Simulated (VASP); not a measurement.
# Cs3Ge2S3 (Pm-3m) in VASP: further runs

The runs below take Cs3Ge2S3 through single point, with PBE.

All numbers are computed with VASP 6.6.1; they aren't measurements. Logs are shortened: lines on timing, memory, paths and dates and some standing lists are left out, and cuts for length are marked.

**1. The crystal as given**

It takes space group Pm-3m (No. 221, cubic). The conventional cell has a = 6.572 Å, b = 6.572 Å, c = 6.572 Å, α = 90.00°, β = 90.00°, γ = 90.00°. Cs (site symmetry 4/mmm) is surrounded by 2 Ge at 3.29 Å and 4 S at 3.29 Å. Around Ge (site symmetry m-3m) lie 6 S at 3.29 Å. Around Ge (site symmetry m-3m) lie 6 Cs at 3.29 Å. Around S (site symmetry 4/mmm) lie 4 Cs at 3.29 Å and 2 Ge at 3.29 Å.

The cell was built by a generator and needn't be a form met in nature.

**2. Single point, PBE**

Contents of INCAR:

```
PREC = Accurate
ENCUT = 520
EDIFF = 1E-6
ISMEAR = 0
SIGMA = 0.1
LREAL = F
LASPH = T
NELM = 100
ALGO = Fast
ISIF = 2
LWAVE = F
LCHARG = F
GGA = PE
NBANDS = 46
```

Contents of KPOINTS:

```
Automatic mesh
0
Gamma
  6 6 6
```

Contents of POSCAR:

```
Cs3Ge2S3
1.0
    6.5719412749      0.0000000000      0.0000000000
    0.0000000000      6.5719412749      0.0000000000
    0.0000000000      0.0000000000      6.5719412749
Cs Ge S
3 2 3
Direct
    0.5000000000      0.0000000000      0.0000000000
    0.0000000000      0.5000000000      0.0000000000
    0.0000000000      0.0000000000      0.5000000000
    0.5000000000      0.5000000000      0.5000000000
    0.0000000000      0.0000000000      0.0000000000
    0.0000000000      0.5000000000      0.5000000000
    0.5000000000      0.0000000000      0.5000000000
    0.5000000000      0.5000000000      0.0000000000
```

Potentials or basis: VASP PAW PBE potentials, release 64 (Cs_sv, Ge_d, S).

On the command line:

```bash
$ cat potpaw_PBE.64/Cs_sv/POTCAR potpaw_PBE.64/Ge_d/POTCAR potpaw_PBE.64/S/POTCAR > POTCAR
$ mpirun -np 1 vasp_std > vasp.out
```

OUTCAR:

```text
PREC = Accurate
   ENCUT = 520
   EDIFF = 1E-6
   ISMEAR = 0
   LREAL = F
   LASPH = T
   NELM = 100
   ISIF = 2
   GGA = PE

 ion  position               nearest neighbor table
   1  0.500  0.000  0.000-
   2  0.000  0.500  0.000-
   3  0.000  0.000  0.500-
   4  0.500  0.500  0.500-
   5  0.000  0.000  0.000-
   6  0.000  0.500  0.500-
   7  0.500  0.000  0.500-
   8  0.500  0.500  0.000-

  LATTYP: Found a simple cubic cell.
 ALAT       =     6.5719412749

  Lattice vectors:

 A1 = (   6.5719412749,   0.0000000000,   0.0000000000)
 A2 = (   0.0000000000,   6.5719412749,   0.0000000000)
 A3 = (   0.0000000000,   0.0000000000,   6.5719412749)

Analysis of symmetry for initial positions (statically):
=====================================================================
 Subroutine PRICEL returns:
 Original cell was already a primitive cell.

 Routine SETGRP: Setting up the symmetry group for a
 simple cubic supercell.

 Subroutine GETGRP returns: Found 48 space group operations
 (whereof 48 operations were pure point group operations)
 out of a pool of 48 trial point group operations.

The static configuration has the point symmetry O_h .

Analysis of symmetry for dynamics (positions and initial velocities):
=====================================================================
 Subroutine PRICEL returns:
 Original cell was already a primitive cell.

 Routine SETGRP: Setting up the symmetry group for a
 simple cubic supercell.

 Subroutine GETGRP returns: Found 48 space group operations
 (whereof 48 operations were pure point group operations)
 out of a pool of 48 trial point group operations.

The dynamic configuration has the point symmetry O_h .

 Subroutine INISYM returns: Found 48 space group operations
 (whereof 48 operations are pure point group operations),
 and found     1 'primitive' translations

----------------------------------------------------------------------------------------

                                     Primitive cell

  volume of cell :     283.8449

  direct lattice vectors                    reciprocal lattice vectors
     6.571941275  0.000000000  0.000000000     0.152162041  0.000000000  0.000000000
     0.000000000  6.571941275  0.000000000     0.000000000  0.152162041  0.000000000
     0.000000000  0.000000000  6.571941275     0.000000000  0.000000000  0.152162041

  length of vectors
     6.571941275  6.571941275  6.571941275     0.152162041  0.152162041  0.152162041

  position of ions in fractional coordinates (direct lattice)
     0.500000000  0.000000000  0.000000000
     0.000000000  0.500000000  0.000000000
     0.000000000  0.000000000  0.500000000
     0.500000000  0.500000000  0.500000000
     0.000000000  0.000000000  0.000000000
     0.000000000  0.500000000  0.500000000
     0.500000000  0.000000000  0.500000000
     0.500000000  0.500000000  0.000000000

  ion indices of the primitive-cell ions
   primitive index   ion index
                 1           1
                 2           2
                 3           3
                 4           4
                 5           5
                 6           6
                 7           7
                 8           8

----------------------------------------------------------------------------------------

 KPOINTS: Automatic mesh

Automatic generation of k-mesh.
 Grid dimensions read from file:
 generate k-points for:    6    6    6

 Generating k-lattice:

  Cartesian coordinates                     Fractional coordinates (reciprocal lattice)
     0.025360340  0.000000000  0.000000000     0.166666667  0.000000000  0.000000000
     0.000000000  0.025360340  0.000000000     0.000000000  0.166666667  0.000000000
     0.000000000  0.000000000  0.025360340     0.000000000  0.000000000  0.166666667

  Length of vectors
     0.025360340  0.025360340  0.025360340

  Shift w.r.t. Gamma in fractional coordinates (k-lattice)
     0.000000000  0.000000000  0.000000000

 Subroutine IBZKPT returns following result:
 ===========================================

 Found     20 irreducible k-points:

 Following reciprocal coordinates:
            Coordinates               Weight
  0.000000  0.000000  0.000000      1.000000
  0.166667  0.000000  0.000000      6.000000
  0.333333  0.000000  0.000000      6.000000
  0.500000  0.000000  0.000000      3.000000
  0.166667  0.166667  0.000000     12.000000
  0.333333  0.166667  0.000000     24.000000
[... 12 lines left out ...]
  0.500000  0.500000  0.333333      6.000000
  0.500000  0.500000  0.500000      1.000000
   k-points           NKPTS =     20   k-points in BZ     NKDIM =     20   number of bands    NBANDS=     46
   number of dos      NEDOS =    301   number of ions     NIONS =      8
   total plane-waves  NPLWV = 125000
   dimension x,y,z NGX =    50 NGY =   50 NGZ =   50
   dimension x,y,z NGXF=   100 NGYF=  100 NGZF=  100
   ions per type =               3   2   3
   NGX,Y,Z   is equivalent  to a cutoff of  12.65, 12.65, 12.65 a.u.
   NGXF,Y,Z  is equivalent  to a cutoff of  25.30, 25.30, 25.30 a.u.
 SYSTEM =  unknown system
   PREC   = accura    normal or accurate (medium, high low for compatibility)
   ISTART =      0    job   : 0-new  1-cont  2-samecut
   ICHARG =      2    charge: 1-file 2-atom 10-const
   ISPIN  =      1    spin polarized calculation?
   LNONCOLLINEAR =      F non collinear calculations
   LSORBIT =      F    spin-orbit coupling
   LASPH  =      T    aspherical Exc in radial PAW
   ENCUT  =  520.0 eV  38.22 Ry    6.18 a.u.  12.22 12.22 12.22*2*pi/ulx,y,z
   NELM   =    100;   NELMIN=  2; NELMDL= -5     # of ELM steps
   EDIFF  = 0.1E-05   stopping-criterion for ELM
   LREAL  =      F    real-space projection
   EDIFFG = 0.1E-04   stopping-criterion for IOM
   NSW    =      0    number of steps for IOM
   IBRION =     -1    ionic relax: 0-MD 1-quasi-New 2-CG
   NFREE  =      0    steps in history (QN), initial steepest desc. (CG)
   ISIF   =      2    stress and relaxation
   ISYM   =      2    0-nonsym 1-usesym 2-fastsym
   POTIM  = 0.5000    time-step for ionic-motion
   TEBEG  =    0.0;   TEEND  =   0.0 temperature during run
   PSTRESS=    0.0 pullay stress
   NELECT =      73.0000    total number of electrons
   NUPDOWN=      -1.0000    fix difference up-down
   EMIN   =  10.00;   EMAX   =-10.00  energy-range for DOS
   EFERMI =   0.00;   METHOD = LEGACY
   ISMEAR =     0;   SIGMA  =   0.10  broadening in eV -4-tet -1-fermi 0-gaus
   EFERMI_NEDOS =   21; number of points for ismear=-14 and -15
   IALGO  =     68    algorithm
   IMIX   =      4    mixing-type and parameters
     AMIX     =   0.40;   BMIX     =  1.00
     AMIX_MAG =   1.60;   BMIX_MAG =  1.00
  volume/ion in A,a.u.               =      35.48       239.43
  Fermi-wavevector in a.u.,A,eV,Ry     =   1.041091  1.967377 14.746959  1.083871
  Thomas-Fermi vector in A             =   2.175696
   LORBIT       =      0    0 simple, 1 ext, 2 COOP (PROOUT), +10 PAW based schemes
   GGA     = PE    functional components
   LHFCALC =     F    Hartree Fock is set to
   AEXX    =    0.0000 exact exchange contribution
   IVDW    =     0    specifies the selected vdW correction
   LEPSILON=     F    determine dielectric tensor
   LRPA    =     F    only Hartree local field effects (RPA)
 non-spin polarized calculation
 RMM-DIIS sequential band-by-band and
 Gauss-broadening in eV      SIGMA  =   0.10
  energy-cutoff  :      520.00
  volume of cell :      283.84
 maximum number of plane-waves:      7689
 NGX is ok and might be reduce to    50
   NGX = 25   NGY = 25   NGZ = 25

 number of electron      73.0000040 magnetization

 Free energy of the ion-electron system (eV)
  ---------------------------------------------------
  ext. energy  EPLUGINS =         0.00000000
  ---------------------------------------------------
  free energy    TOTEN  =       -22.05812580 eV

  energy without entropy =      -21.95928713  energy(sigma->0) =      -22.00870646

 E-fermi :   1.1716     XC(G=0):  -8.2668

 val. band max:        1.1602670625   @ k =   0.5000   0.1667   0.0000
 cond. band min:       1.1732597243   @ k =   0.5000   0.0000   0.0000
 fundamental gap:      0.0129926617
 Fermi energy:         1.1715706959

 k-point     1 :       0.0000    0.0000    0.0000
  band No.  band energies     occupation
      1     -23.9329      2.00000
      2     -23.9329      2.00000
      3     -23.9329      2.00000
      4     -23.9285      2.00000
      5     -23.9285      2.00000
      6     -23.6835      2.00000
[... 38 lines left out ...]
     45       4.6690      0.00000
     46       6.1275      0.00000

 k-point     2 :       0.1667    0.0000    0.0000
  band No.  band energies     occupation
      1     -23.9329      2.00000
      2     -23.9329      2.00000
      3     -23.9329      2.00000
      4     -23.9285      2.00000
      5     -23.9285      2.00000
      6     -23.6835      2.00000
[... 38 lines left out ...]
     45       4.7515      0.00000
     46       6.3975      0.00000

 k-point     3 :       0.3333    0.0000    0.0000
  band No.  band energies     occupation
      1     -23.9329      2.00000
      2     -23.9329      2.00000
      3     -23.9329      2.00000
      4     -23.9285      2.00000
      5     -23.9285      2.00000
      6     -23.6835      2.00000
[... 38 lines left out ...]
     45       5.4854      0.00000
     46       6.0938      0.00000

 k-point     4 :       0.5000    0.0000    0.0000
  band No.  band energies     occupation
      1     -23.9329      2.00000
      2     -23.9329      2.00000
      3     -23.9329      2.00000
      4     -23.9285      2.00000
      5     -23.9285      2.00000
      6     -23.6835      2.00000
[... 724 lines left out ...]
     45       7.2849      0.00000
     46       7.4194      0.00000

 k-point    19 :       0.5000    0.5000    0.3333
  band No.  band energies     occupation
      1     -23.9329      2.00000
      2     -23.9329      2.00000
      3     -23.9329      2.00000
      4     -23.9285      2.00000
      5     -23.9285      2.00000
      6     -23.6829      2.00000
[... 38 lines left out ...]
     45       7.3619      0.00000
     46       7.4467      0.00000

 k-point    20 :       0.5000    0.5000    0.5000
  band No.  band energies     occupation
      1     -23.9329      2.00000
      2     -23.9329      2.00000
      3     -23.9329      2.00000
      4     -23.9285      2.00000
      5     -23.9285      2.00000
      6     -23.6827      2.00000
[... 38 lines left out ...]
     45       8.0119      0.00000
     46       8.0170      0.00000

------------------------ aborting loop because EDIFF is reached ----------------------------------------

  FORCE on cell =-STRESS in cart. coord.  units (eV):
  Direction    XX          YY          ZZ          XY          YZ          ZX
  --------------------------------------------------------------------------------------
  -------------------------------------------------------------------------------------
  Total        0.1522233      0.1522233      0.1522233     -0.0000000     -0.0000000      0.0000000
  in kB        0.8592322      0.8592322      0.8592322     -0.0000000     -0.0000000      0.0000000
  external PRESSURE =       0.8592322 kB  Pullay stress =       0.0000000 kB

 VOLUME and BASIS-vectors are now :
 -----------------------------------------------------------------------------
  energy-cutoff  :      520.00
  volume of cell :      283.84
      direct lattice vectors                 reciprocal lattice vectors
     6.571941275  0.000000000  0.000000000     0.152162041  0.000000000  0.000000000
     0.000000000  6.571941275  0.000000000     0.000000000  0.152162041  0.000000000
     0.000000000  0.000000000  6.571941275     0.000000000  0.000000000  0.152162041

 POSITION                                       TOTAL-FORCE (eV/Angst)
 -----------------------------------------------------------------------------------
      3.28597      0.00000      0.00000         0.000000      0.000000      0.000000
      0.00000      3.28597      0.00000         0.000000      0.000000      0.000000
      0.00000      0.00000      3.28597         0.000000      0.000000      0.000000
      3.28597      3.28597      3.28597         0.000000      0.000000      0.000000
      0.00000      0.00000      0.00000         0.000000      0.000000      0.000000
      0.00000      3.28597      3.28597         0.000000      0.000000      0.000000
      3.28597      0.00000      3.28597         0.000000      0.000000      0.000000
      3.28597      3.28597      0.00000         0.000000      0.000000      0.000000
 -----------------------------------------------------------------------------------
    total drift:                                0.000000      0.000000     -0.000000

  FREE ENERGIE OF THE ION-ELECTRON SYSTEM (eV)
  ---------------------------------------------------
  free  energy   TOTEN  =       -22.0581258002 eV

  energy  without entropy=      -21.9592871278  energy(sigma->0) =      -22.00870646
```

Run time: 2.6 min. Hardware: 1 thread of AMD EPYC 9R45 (Zen 5), shared host; peak memory 0.45 GiB.

Results:

```yaml
Free_energy: -22.0581 eV
Pressure: 0.1 GPa
Band_gap_on_the_k_mesh: none (metal or under the smearing width)
```

Spin-orbit coupling is left out, which matters for the levels of Cs.

(Continued in part 2 of 2.)
